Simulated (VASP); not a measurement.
# FeCl3 (Pm-3m) in VASP: single point with LDA+U

Aim: the single point of FeCl3 with LDA+U.

Program: VASP 6.6.1. These are calculated values, not measurements. Logs are shortened: lines on timing, memory, paths and dates and some standing lists are left out, and cuts for length are marked.

## Step 1: Starting point

Symmetry: Pm-3m, No. 221, cubic system. The conventional cell has a = 4.943 Å, b = 4.943 Å, c = 4.943 Å, α = 90.00°, β = 90.00°, γ = 90.00°. Around Fe (site symmetry m-3m) lie 6 Cl at 2.47 Å. Cl (site symmetry 4/mmm) has 2 Fe at 2.47 Å as nearest neighbours.

The cell comes from a database or a generator and needn't be the stable form of this composition.

## Step 2: Single point, LDA+U

Contents of INCAR:

```
SYSTEM = FeCl3
ALGO     = Normal         ! electronic algorithm
EDIFF    = 1E-6           ! SCF threshold, eV
ENCUT    = 520            ! plane-wave cutoff, eV
ISIF     = 2              ! what is computed and relaxed
ISMEAR   = 0              ! smearing method
LASPH    = .TRUE.         ! aspherical terms in the spheres
LCHARG   = .FALSE.        ! write CHGCAR
LDAU     = .TRUE.         ! DFT+U
LDAUJ    = 0 0          
LDAUL    = 2 -1           ! shell
LDAUPRINT= 1            
LDAUTYPE = 2            
LDAUU    = 7 0            ! U, eV
LMAXMIX  = 4              ! l up to which the mixer works
LREAL    = .FALSE.        ! projectors in reciprocal space
LWAVE    = .FALSE.        ! write WAVECAR
NBANDS   = 22             ! bands
NELM     = 150            ! most SCF steps
PREC     = Accurate       ! precision mode
SIGMA    = 0.05           ! smearing width, eV
```

Contents of KPOINTS:

```
k-points
0
G
  4 4 4
  0 0 0
```

Contents of POSCAR:

```
FeCl3
1.0
    4.9425175000      0.0000000000      0.0000000000
    0.0000000000      4.9425175000      0.0000000000
    0.0000000000      0.0000000000      4.9425175000
Fe Cl
1 3
Direct
    0.0000000000      0.0000000000      0.0000000000
    0.5000000000      0.0000000000      0.0000000000
    0.0000000000      0.0000000000      0.5000000000
    0.0000000000      0.5000000000      0.0000000000
```

Potentials or basis: VASP PAW LDA potentials, release 64 (Fe, Cl).

Command:

```
cat potpaw_LDA.64/Fe/POTCAR potpaw_LDA.64/Cl/POTCAR > POTCAR
mpirun -np 1 vasp_std > vasp.out
```

OUTCAR:

```text
SYSTEM = FeCl3
   EDIFF = 1E-6
   ENCUT = 520
   ISIF = 2
   ISMEAR = 0
   LASPH = .TRUE.
   LREAL = .FALSE.
   NELM = 150
   PREC = Accurate

 ion  position               nearest neighbor table
   1  0.000  0.000  0.000-   2 2.47   3 2.47   4 2.47   3 2.47   4 2.47   2 2.47
   2  0.500  0.000  0.000-   1 2.47   1 2.47
   3  0.000  0.000  0.500-   1 2.47   1 2.47
   4  0.000  0.500  0.000-   1 2.47   1 2.47

  LATTYP: Found a simple cubic cell.
 ALAT       =     4.9425175000

  Lattice vectors:

 A1 = (   4.9425175000,   0.0000000000,   0.0000000000)
 A2 = (   0.0000000000,   4.9425175000,   0.0000000000)
 A3 = (   0.0000000000,   0.0000000000,   4.9425175000)

Analysis of symmetry for initial positions (statically):
=====================================================================
 Subroutine PRICEL returns:
 Original cell was already a primitive cell.

 Routine SETGRP: Setting up the symmetry group for a
 simple cubic supercell.

 Subroutine GETGRP returns: Found 48 space group operations
 (whereof 48 operations were pure point group operations)
 out of a pool of 48 trial point group operations.

The static configuration has the point symmetry O_h .

Analysis of symmetry for dynamics (positions and initial velocities):
=====================================================================
 Subroutine PRICEL returns:
 Original cell was already a primitive cell.

 Routine SETGRP: Setting up the symmetry group for a
 simple cubic supercell.

 Subroutine GETGRP returns: Found 48 space group operations
 (whereof 48 operations were pure point group operations)
 out of a pool of 48 trial point group operations.

The dynamic configuration has the point symmetry O_h .

 Subroutine INISYM returns: Found 48 space group operations
 (whereof 48 operations are pure point group operations),
 and found     1 'primitive' translations

----------------------------------------------------------------------------------------

                                     Primitive cell

  volume of cell :     120.7382

  direct lattice vectors                    reciprocal lattice vectors
     4.942517500  0.000000000  0.000000000     0.202326041  0.000000000  0.000000000
     0.000000000  4.942517500  0.000000000     0.000000000  0.202326041  0.000000000
     0.000000000  0.000000000  4.942517500     0.000000000  0.000000000  0.202326041

  length of vectors
     4.942517500  4.942517500  4.942517500     0.202326041  0.202326041  0.202326041

  position of ions in fractional coordinates (direct lattice)
     0.000000000  0.000000000  0.000000000
     0.500000000  0.000000000  0.000000000
     0.000000000  0.000000000  0.500000000
     0.000000000  0.500000000  0.000000000

  ion indices of the primitive-cell ions
   primitive index   ion index
                 1           1
                 2           2
                 3           3
                 4           4

----------------------------------------------------------------------------------------

 KPOINTS: k-points

Automatic generation of k-mesh.
 Grid dimensions read from file:
 generate k-points for:    4    4    4

 Generating k-lattice:

  Cartesian coordinates                     Fractional coordinates (reciprocal lattice)
     0.050581510  0.000000000  0.000000000     0.250000000  0.000000000  0.000000000
     0.000000000  0.050581510  0.000000000     0.000000000  0.250000000  0.000000000
[... 27 lines left out ...]
   total plane-waves  NPLWV =  64000
   dimension x,y,z NGX =    40 NGY =   40 NGZ =   40
   dimension x,y,z NGXF=    80 NGYF=   80 NGZF=   80
   ions per type =               1   3
   NGX,Y,Z   is equivalent  to a cutoff of  13.45, 13.45, 13.45 a.u.
   NGXF,Y,Z  is equivalent  to a cutoff of  26.91, 26.91, 26.91 a.u.
 SYSTEM =  FeCl3
   PREC   = accura    normal or accurate (medium, high low for compatibility)
   ISTART =      0    job   : 0-new  1-cont  2-samecut
   ICHARG =      2    charge: 1-file 2-atom 10-const
   ISPIN  =      1    spin polarized calculation?
   LNONCOLLINEAR =      F non collinear calculations
   LSORBIT =      F    spin-orbit coupling
   LASPH  =      T    aspherical Exc in radial PAW
   ENCUT  =  520.0 eV  38.22 Ry    6.18 a.u.   9.19  9.19  9.19*2*pi/ulx,y,z
   NELM   =    150;   NELMIN=  2; NELMDL= -5     # of ELM steps
   EDIFF  = 0.1E-05   stopping-criterion for ELM
   LREAL  =      F    real-space projection
   EDIFFG = 0.1E-04   stopping-criterion for IOM
   NSW    =      0    number of steps for IOM
   IBRION =     -1    ionic relax: 0-MD 1-quasi-New 2-CG
   NFREE  =      0    steps in history (QN), initial steepest desc. (CG)
   ISIF   =      2    stress and relaxation
   ISYM   =      2    0-nonsym 1-usesym 2-fastsym
   POTIM  = 0.5000    time-step for ionic-motion
   TEBEG  =    0.0;   TEEND  =   0.0 temperature during run
   PSTRESS=    0.0 pullay stress
   NELECT =      29.0000    total number of electrons
   NUPDOWN=      -1.0000    fix difference up-down
   EMIN   =  10.00;   EMAX   =-10.00  energy-range for DOS
   EFERMI =   0.00;   METHOD = LEGACY
   ISMEAR =     0;   SIGMA  =   0.05  broadening in eV -4-tet -1-fermi 0-gaus
   EFERMI_NEDOS =   21; number of points for ismear=-14 and -15
   IALGO  =     38    algorithm
   IMIX   =      4    mixing-type and parameters
     AMIX     =   0.40;   BMIX     =  1.00
     AMIX_MAG =   1.60;   BMIX_MAG =  1.00
  volume/ion in A,a.u.               =      30.18       203.70
  Fermi-wavevector in a.u.,A,eV,Ry     =   1.017636  1.923054 14.089972  1.035584
  Thomas-Fermi vector in A             =   2.151048
   LORBIT       =      0    0 simple, 1 ext, 2 COOP (PROOUT), +10 PAW based schemes
 LDA+U is selected, type is set to LDAUTYPE =  2
   angular momentum for each species LDAUL =     2   -1
   U (eV)           for each species LDAUU =   7.0  0.0
   J (eV)           for each species LDAUJ =   0.0  0.0
   GGA     = CA    functional components
   LHFCALC =     F    Hartree Fock is set to
   AEXX    =    0.0000 exact exchange contribution
   IVDW    =     0    specifies the selected vdW correction
   LEPSILON=     F    determine dielectric tensor
   LRPA    =     F    only Hartree local field effects (RPA)
 non-spin polarized calculation
 Gauss-broadening in eV      SIGMA  =   0.05
  energy-cutoff  :      520.00
  volume of cell :      120.74
 maximum number of plane-waves:      3294
 NGX is ok and might be reduce to    40
   NGX = 19   NGY = 19   NGZ = 19

atom =   1  type =  1  l = 2

 onsite density matrix

spin component  1

  0.9684  0.0000  0.0000 -0.0000  0.0000
  0.0000  0.9684  0.0000  0.0000 -0.0000
  0.0000  0.0000  0.1083  0.0000  0.0000
 -0.0000  0.0000  0.0000  0.9684  0.0000
  0.0000 -0.0000  0.0000  0.0000  0.1083

spin component  2

  0.9684  0.0000  0.0000 -0.0000  0.0000
  0.0000  0.9684  0.0000  0.0000 -0.0000
  0.0000  0.0000  0.1083  0.0000  0.0000
 -0.0000  0.0000  0.0000  0.9684  0.0000
  0.0000 -0.0000  0.0000  0.0000  0.1083

 occupancies and eigenvectors

  o =  0.1083  v =  0.0000 -0.0000 -0.0102 -0.0000  0.9999  0.0000  0.0000  0.0000  0.0000  0.0000      0.0000  0.0000  0.0000  0.0000  0.0000  0.0000  0.0000  0.0000  0.0000  0.0000
  o =  0.1083  v =  0.0000  0.0000  0.0000  0.0000  0.0000  0.0000 -0.0000 -0.0102 -0.0000  0.9999      0.0000  0.0000  0.0000  0.0000  0.0000  0.0000  0.0000  0.0000  0.0000  0.0000
  o =  0.1083  v =  0.0000 -0.0000 -0.9999 -0.0000 -0.0102  0.0000  0.0000  0.0000  0.0000  0.0000      0.0000  0.0000  0.0000  0.0000  0.0000  0.0000  0.0000  0.0000  0.0000  0.0000
  o =  0.1083  v =  0.0000  0.0000  0.0000  0.0000  0.0000  0.0000 -0.0000 -0.9999 -0.0000 -0.0102      0.0000  0.0000  0.0000  0.0000  0.0000  0.0000  0.0000  0.0000  0.0000  0.0000
  o =  0.9684  v =  0.0000 -0.3350  0.0000 -0.9422 -0.0000  0.0000  0.0000  0.0000  0.0000  0.0000      0.0000  0.0000  0.0000  0.0000  0.0000  0.0000  0.0000  0.0000  0.0000  0.0000
  o =  0.9684  v =  0.0000  0.0000  0.0000  0.0000  0.0000  0.0000 -0.3350  0.0000 -0.9422 -0.0000      0.0000  0.0000  0.0000  0.0000  0.0000  0.0000  0.0000  0.0000  0.0000  0.0000
  o =  0.9684  v =  0.0000  0.0000  0.0000  0.0000  0.0000  0.0000 -0.9422  0.0000  0.3350 -0.0000      0.0000  0.0000  0.0000  0.0000  0.0000  0.0000  0.0000  0.0000  0.0000  0.0000
  o =  0.9684  v =  0.0000 -0.9422  0.0000  0.3350 -0.0000  0.0000  0.0000  0.0000  0.0000  0.0000      0.0000  0.0000  0.0000  0.0000  0.0000  0.0000  0.0000  0.0000  0.0000  0.0000
  o =  0.9684  v =  0.0000  0.0000  0.0000  0.0000  0.0000  1.0000  0.0000  0.0000  0.0000  0.0000      0.0000  0.0000  0.0000  0.0000  0.0000  0.0000  0.0000  0.0000  0.0000  0.0000
  o =  0.9684  v =  1.0000  0.0000  0.0000  0.0000  0.0000  0.0000  0.0000  0.0000  0.0000  0.0000      0.0000  0.0000  0.0000  0.0000  0.0000  0.0000  0.0000  0.0000  0.0000  0.0000

 number of electron      28.9999989 magnetization

 Free energy of the ion-electron system (eV)
  ---------------------------------------------------
  ext. energy  EPLUGINS =         0.00000000
  ---------------------------------------------------
  free energy    TOTEN  =       -11.31333833 eV

  energy without entropy =      -11.30162785  energy(sigma->0) =      -11.30748309

 E-fermi :  -2.1632     XC(G=0):  -7.8874

 val. band max:       -2.1661009737   @ k =   0.5000   0.2500   0.0000
 cond. band min:      -2.1111186896   @ k =   0.5000   0.2500   0.2500
 fundamental gap:      0.0549822841
 Fermi energy:        -2.1631757372

 k-point     1 :       0.0000    0.0000    0.0000
  band No.  band energies     occupation
      1     -15.7137      2.00000
      2     -14.8379      2.00000
      3     -14.8379      2.00000
      4      -4.8913      2.00000
      5      -4.8913      2.00000
      6      -4.8913      2.00000
[... 239 lines left out ...]
     21       5.7672      0.00000
     22       9.3159      0.00000

------------------------ aborting loop because EDIFF is reached ----------------------------------------

  FORCE on cell =-STRESS in cart. coord.  units (eV):
  Direction    XX          YY          ZZ          XY          YZ          ZX
  --------------------------------------------------------------------------------------
  -------------------------------------------------------------------------------------
  Total       -4.8817633     -4.8817633     -4.8817633     -0.0000000     -0.0000000     -0.0000000
  in kB      -64.7802544    -64.7802544    -64.7802544     -0.0000000     -0.0000000     -0.0000000
  external PRESSURE =     -64.7802544 kB  Pullay stress =       0.0000000 kB

 VOLUME and BASIS-vectors are now :
 -----------------------------------------------------------------------------
  energy-cutoff  :      520.00
  volume of cell :      120.74
      direct lattice vectors                 reciprocal lattice vectors
     4.942517500  0.000000000  0.000000000     0.202326041  0.000000000  0.000000000
     0.000000000  4.942517500  0.000000000     0.000000000  0.202326041  0.000000000
     0.000000000  0.000000000  4.942517500     0.000000000  0.000000000  0.202326041

 POSITION                                       TOTAL-FORCE (eV/Angst)
 -----------------------------------------------------------------------------------
      0.00000      0.00000      0.00000         0.000000      0.000000      0.000000
      2.47126      0.00000      0.00000         0.000000      0.000000      0.000000
      0.00000      0.00000      2.47126         0.000000      0.000000      0.000000
      0.00000      2.47126      0.00000         0.000000      0.000000      0.000000
 -----------------------------------------------------------------------------------
    total drift:                                0.000000      0.000000     -0.000000

  FREE ENERGIE OF THE ION-ELECTRON SYSTEM (eV)
  ---------------------------------------------------
  free  energy   TOTEN  =       -11.3133383268 eV

  energy  without entropy=      -11.3016278532  energy(sigma->0) =      -11.30748309
```

Run time: 26 s. Hardware: 1 thread of Intel Xeon Platinum 8488C (Sapphire Rapids), shared host; peak memory 0.2 GiB.

Results:

| Property | Result |
| --- | --- |
| Free energy | -11.3133 eV |
| Pressure | -6.5 GPa |
| Band gap on the k mesh | none (metal or under the smearing width) |

Eigenvalues of the final occupation matrices:
```tsv
site	spin	trace	eigenvalues
site 1 d	1	3.12	0.11 0.11 0.97 0.97 0.97
site 1 d	2	3.12	0.11 0.11 0.97 0.97 0.97
```

Caveat: an odd number of electrons without spin polarisation forces a metal; a magnetic or distorted state may lie lower; the run has no spin polarisation, though such a crystal can be magnetic; U without spin polarisation on a metal has little footing. Spin polarisation is off, so any magnetic state and its effect on volume and gap are missing.
